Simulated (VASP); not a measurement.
Calculation: RPBE GGA, VASP's PBE PAW potentials (set 64) (plane waves; VASP 6.6.1).

The input files of a VASP run:

File KPOINTS:
```
Automatic mesh
0
Gamma
1 1 1
0 0 0
```

**INCAR**
```
# general
SYSTEM  =  N2
PREC    =  Normal
ENCUT   =  400
LREAL   =  .FALSE.
LASPH   =  .TRUE.

# electronic loop
EDIFF   =  1E-5
NELM    =  100
NELMIN  =  4
ALGO    =  Normal

# smearing
ISMEAR  =  0
SIGMA   =  0.01

# functional
GGA     =  RP

# ions
IBRION  =  2
NSW     =  50
ISIF    =  2
EDIFFG  =  -0.03

# output
LWAVE   =  .FALSE.
LCHARG  =  .FALSE.
```

### POSCAR
```
N2
1
   11.0000000000     0.0000000000     0.0000000000
    0.0000000000    11.5000000000     0.0000000000
    0.0000000000     0.0000000000    12.0000000000
N
2
Direct
  0.5000000000   0.5000000000   0.4541670000
  0.5000000000   0.5000000000   0.5458330000
```

POTCAR, in this order: N (PBE.64 set). Program: vasp_gam.

Output

File OSZICAR:
```
       N       E                     dE             d eps       ncg     rms          rms(c)
DAV:   1     0.900352836316E+02    0.90035E+02   -0.21478E+03    26   0.482E+02
DAV:   2     0.538718772993E+01   -0.84648E+02   -0.84592E+02    34   0.105E+02
DAV:   3    -0.162190106427E+02   -0.21606E+02   -0.21572E+02    19   0.836E+01
DAV:   4    -0.170712827465E+02   -0.85227E+00   -0.85223E+00    35   0.209E+01
DAV:   5    -0.170717504991E+02   -0.46775E-03   -0.46770E-03    20   0.410E-01    0.806E+00
DAV:   6    -0.163927616237E+02    0.67899E+00   -0.98118E-01    26   0.791E+00    0.467E+00
DAV:   7    -0.162286153303E+02    0.16415E+00   -0.75507E-01    28   0.692E+00    0.121E+00
DAV:   8    -0.162226612080E+02    0.59541E-02   -0.59036E-02    18   0.198E+00    0.189E-01
DAV:   9    -0.162230969781E+02   -0.43577E-03   -0.25012E-03    36   0.430E-01    0.885E-02
DAV:  10    -0.162248489879E+02   -0.17520E-02   -0.25007E-04    18   0.135E-01    0.417E-02
DAV:  11    -0.162255089612E+02   -0.65997E-03   -0.17173E-04    18   0.859E-02    0.173E-02
DAV:  12    -0.162266450641E+02   -0.11361E-02   -0.30263E-04    18   0.870E-02    0.264E-02
DAV:  13    -0.162267230698E+02   -0.78006E-04   -0.85661E-06    18   0.180E-02    0.731E-03
DAV:  14    -0.162272838688E+02   -0.56080E-03   -0.68577E-05    18   0.429E-02    0.368E-03
DAV:  15    -0.162273559583E+02   -0.72089E-04   -0.51104E-06    18   0.124E-02    0.284E-03
DAV:  16    -0.162274208775E+02   -0.64919E-04   -0.30246E-06    18   0.110E-02    0.118E-03
DAV:  17    -0.162274302419E+02   -0.93644E-05   -0.11249E-07    18   0.280E-03
   1 F= -.16227430E+02 E0= -.16227430E+02  d E =-.162274E+02
       N       E                     dE             d eps       ncg     rms          rms(c)
DAV:   1    -0.130747062657E+02    0.31527E+01   -0.26832E+02    18   0.156E+02    0.593E+00
DAV:   2    -0.128042363221E+02    0.27047E+00   -0.32533E+00    18   0.163E+01    0.293E+00
DAV:   3    -0.127587304304E+02    0.45506E-01   -0.31930E-01    28   0.416E+00    0.124E+00
DAV:   4    -0.127647370990E+02   -0.60067E-02   -0.14332E-02    20   0.103E+00    0.222E-01
DAV:   5    -0.127644617387E+02    0.27536E-03   -0.42055E-03    18   0.508E-01    0.394E-02
DAV:   6    -0.127646657984E+02   -0.20406E-03   -0.16195E-04    20   0.102E-01    0.243E-02
DAV:   7    -0.127649447937E+02   -0.27900E-03   -0.61760E-05    18   0.536E-02    0.121E-02
DAV:   8    -0.127651027704E+02   -0.15798E-03   -0.26376E-05    18   0.292E-02    0.822E-03
DAV:   9    -0.127652964502E+02   -0.19368E-03   -0.35352E-05    18   0.325E-02    0.588E-03
DAV:  10    -0.127653275900E+02   -0.31140E-04   -0.53356E-06    19   0.149E-02    0.176E-03
DAV:  11    -0.127653932442E+02   -0.65654E-04   -0.41641E-06    18   0.124E-02    0.197E-03
DAV:  12    -0.127654057699E+02   -0.12526E-04   -0.11344E-06    19   0.734E-03    0.818E-04
DAV:  13    -0.127654164077E+02   -0.10638E-04   -0.26429E-07    18   0.320E-03    0.775E-04
DAV:  14    -0.127654198579E+02   -0.34502E-05   -0.26920E-08    18   0.115E-03
   2 F= -.12765420E+02 E0= -.12765420E+02  d E =0.346201E+01
       N       E                     dE             d eps       ncg     rms          rms(c)
DAV:   1    -0.161646507352E+02   -0.33992E+01   -0.17248E+02    19   0.122E+02    0.563E+00
DAV:   2    -0.162539128255E+02   -0.89262E-01   -0.22042E+00    18   0.139E+01    0.230E+00
DAV:   3    -0.161542702898E+02    0.99643E-01   -0.25085E-01    26   0.415E+00    0.909E-01
DAV:   4    -0.161484870337E+02    0.57833E-02   -0.54947E-02    18   0.184E+00    0.359E-01
DAV:   5    -0.161490805296E+02   -0.59350E-03   -0.35207E-03    18   0.505E-01    0.324E-02
DAV:   6    -0.161493939423E+02   -0.31341E-03   -0.56331E-05    18   0.679E-02    0.248E-02
DAV:   7    -0.161500564025E+02   -0.66246E-03   -0.75844E-05    18   0.537E-02    0.670E-03
DAV:   8    -0.161502937174E+02   -0.23731E-03   -0.27993E-05    18   0.306E-02    0.758E-03
DAV:   9    -0.161506208218E+02   -0.32710E-03   -0.58989E-05    18   0.407E-02    0.435E-03
DAV:  10    -0.161507161253E+02   -0.95304E-04   -0.89153E-06    18   0.191E-02    0.393E-03
DAV:  11    -0.161507853351E+02   -0.69210E-04   -0.48314E-06    18   0.125E-02    0.161E-03
DAV:  12    -0.161508021317E+02   -0.16797E-04   -0.43327E-07    18   0.394E-03    0.738E-04
DAV:  13    -0.161508108161E+02   -0.86844E-05   -0.37500E-07    18   0.393E-03
   3 F= -.16150811E+02 E0= -.16150811E+02  d E =0.766194E-01
       N       E                     dE             d eps       ncg     rms          rms(c)
DAV:   1    -0.162715027071E+02   -0.12070E+00   -0.37678E+00    18   0.192E+01    0.887E-01
DAV:   2    -0.162652168925E+02    0.62858E-02   -0.38142E-02    18   0.185E+00    0.423E-01
DAV:   3    -0.162627019979E+02    0.25149E-02   -0.12957E-02    18   0.927E-01    0.136E-01
DAV:   4    -0.162628447227E+02   -0.14272E-03   -0.23066E-04    18   0.146E-01    0.705E-02
DAV:   5    -0.162629132209E+02   -0.68498E-04   -0.95491E-05    18   0.720E-02    0.512E-03
DAV:   6    -0.162629268456E+02   -0.13625E-04   -0.25786E-06    18   0.131E-02    0.322E-03
DAV:   7    -0.162629531007E+02   -0.26255E-04   -0.17514E-06    18   0.915E-03    0.120E-03
DAV:   8    -0.162629678049E+02   -0.14704E-04   -0.46261E-07    18   0.434E-03    0.816E-04
DAV:   9    -0.162629931167E+02   -0.25312E-04   -0.13933E-06    18   0.544E-03    0.451E-04
DAV:  10    -0.162629996428E+02   -0.65261E-05   -0.93830E-08    18   0.167E-03
   4 F= -.16263000E+02 E0= -.16263000E+02  d E =-.355694E-01
       N       E                     dE             d eps       ncg     rms          rms(c)
DAV:   1    -0.162639752120E+02   -0.98210E-03   -0.27999E-02    18   0.167E+00    0.755E-02
DAV:   2    -0.162639122492E+02    0.62963E-04   -0.30455E-04    18   0.164E-01    0.374E-02
DAV:   3    -0.162638997542E+02    0.12495E-04   -0.10788E-04    18   0.844E-02    0.120E-02
DAV:   4    -0.162639007660E+02   -0.10119E-05   -0.17999E-06    18   0.130E-02
   5 F= -.16263901E+02 E0= -.16263901E+02  d E =-.364705E-01
       N       E                     dE             d eps       ncg     rms          rms(c)
DAV:   1    -0.162639063918E+02   -0.66376E-05   -0.52086E-04    18   0.227E-01    0.103E-02
DAV:   2    -0.162639055052E+02    0.88660E-06   -0.54123E-06    18   0.220E-02    0.515E-03
DAV:   3    -0.162639055230E+02   -0.17806E-07   -0.18807E-06    18   0.113E-02    0.164E-03
DAV:   4    -0.162639057831E+02   -0.26014E-06   -0.31754E-08    18   0.174E-03
   6 F= -.16263906E+02 E0= -.16263906E+02  d E =-.364755E-01
```

OUTCAR:
```
------------------------ aborting loop because EDIFF is reached ----------------------------------------
  FORCE on cell =-STRESS in cart. coord.  units (eV):
  Direction    XX          YY          ZZ          XY          YZ          ZX
  --------------------------------------------------------------------------------------
  Total       -1.0634815     -1.0382172     -1.2016581      0.0000000      0.0000000      0.0000000
  in kB       -1.1224546     -1.0957892     -1.2682934      0.0000000      0.0000000      0.0000000
  external PRESSURE =      -1.1621791 kB  Pullay stress =       0.0000000 kB
  volume of cell :     1518.00
      direct lattice vectors                 reciprocal lattice vectors
    11.000000000  0.000000000  0.000000000     0.090909091  0.000000000  0.000000000
     0.000000000 11.500000000  0.000000000     0.000000000  0.086956522  0.000000000
     0.000000000  0.000000000 12.000000000     0.000000000  0.000000000  0.083333333
 POSITION                                       TOTAL-FORCE (eV/Angst)
 -----------------------------------------------------------------------------------
      5.50000      5.75000      5.43929         0.000000      0.000000     -0.023680
      5.50000      5.75000      6.56071         0.000000      0.000000      0.023680
 -----------------------------------------------------------------------------------
    total drift:                                0.000000      0.000000     -0.000000
  FREE ENERGIE OF THE ION-ELECTRON SYSTEM (eV)
  ---------------------------------------------------
  free  energy   TOTEN  =       -16.2639057831 eV

  energy  without entropy=      -16.2639057831  energy(sigma->0) =      -16.26390578

 reached required accuracy - stopping structural energy minimisation
```
(Selected blocks of OUTCAR.)

CONTCAR:
```
N2
   1.00000000000000
    11.0000000000000000    0.0000000000000000    0.0000000000000000
     0.0000000000000000   11.5000000000000000    0.0000000000000000
     0.0000000000000000    0.0000000000000000   12.0000000000000000
  N
     2
Direct
     0.5000000000000000    0.5000000000000000    0.4532742949891251
     0.5000000000000000    0.5000000000000000    0.5467257050108748
```

At this cut-off the stress carries a Pulay error, which pulls relaxed volumes low.

The cell is a molecule in a box.
